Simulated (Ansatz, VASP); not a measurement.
# One calculation of GaGe2, two programs

INCAR

```
PREC     = Accurate       # precision mode
ENCUT    = 520            # plane-wave cutoff, eV
EDIFF    = 1E-7           # SCF threshold, eV
ISMEAR   = 0              # smearing method
SIGMA    = 0.1            # smearing width, eV
LREAL    = False          # projectors in reciprocal space
LASPH    = True           # aspherical terms in the spheres
NELM     = 100            # most SCF steps
ALGO     = Normal         # electronic algorithm
ISIF     = 2              # what is computed and relaxed
LWAVE    = False          # write WAVECAR
LCHARG   = False          # write CHGCAR
GGA      = PE             # functional
NBANDS   = 50             # bands
```

Contents of KPOINTS:

```
regular mesh
0
Gamma
  4 4 4
```

File POSCAR:

```
GaGe2
1.0
    4.2860377920      0.0000000000      0.0000000000
    0.0000000000      4.2860377920      0.0000000000
    0.0000000000      0.0000000000      6.1702448901
Ga Ge
2 4
Direct
    0.0000000000      0.0000000000      0.0000000000
    0.5000000000      0.5000000000      0.5000000000
    0.0000000000      0.5000000000      0.2030000000
    0.0000000000      0.5000000000      0.7030000000
    0.5000000000      0.0000000000      0.2970000000
    0.5000000000      0.0000000000      0.7970000000
```

Input for Ansatz:

```yaml
crystal:
  lattice:
    - [4.286037792, 0.0, 0.0]
    - [0.0, 4.286037792, 0.0]
    - [0.0, 0.0, 6.1702448901]
  atoms:
    - { symbol: Ga, position: [0.0, 0.0, 0.0] }
    - { symbol: Ga, position: [0.5, 0.5, 0.5] }
    - { symbol: Ge, position: [0.0, 0.5, 0.203] }
    - { symbol: Ge, position: [0.0, 0.5, 0.703] }
    - { symbol: Ge, position: [0.5, 0.0, 0.297] }
    - { symbol: Ge, position: [0.5, 0.0, 0.797] }
basis:
  ecutwfc: 420
kpoints:
  mp_grid: { grid: [4, 4, 4] }
hamiltonian:
  xc: pbe
scf:
  occupations: { method: gaussian, width: 0.1 }
  lower_state_search: "off"
output:
  forces: true
  stress: true
  eigenvalues: true
```

Alike in both runs: task single point; functional PBE; k mesh 4 × 4 × 4; occupations gaussian, width 0.1 eV; no spin polarisation.

```csv
,VASP,Ansatz
version,VASP 6.6.1,Ansatz 0.2.0
potentials or method,"VASP PAW PBE potentials, release 64 (Ga_d, Ge_d)","scalar-relativistic, plane waves, PAW"
plane-wave cutoff (eV),520,420
valence electrons in the cell,82,82
```

|  | VASP | Ansatz | Ansatz less VASP |
| --- | --- | --- | --- |
| gap on the k mesh at the Fermi level (eV) | none | none | - |
| pressure (GPa) | 10.4 | 10.4 | -0.06 |
| largest component of the traceless stress (GPa) | 1.79 | 1.78 | -0.012 |
| rms of the force components (eV/Å) | 0.377 | 0.375 | -0.0016 |

Atom by atom the forces differ by 0.002 eV/Å (rms over components). A gap of «none» marks a metal or a gap that the smearing closes. With one functional, cell and mesh, what is left measures potentials, basis and numerics.

Caveats: the k mesh is coarse (spacing up to 0.37 Å⁻¹), so the values aren't converged.
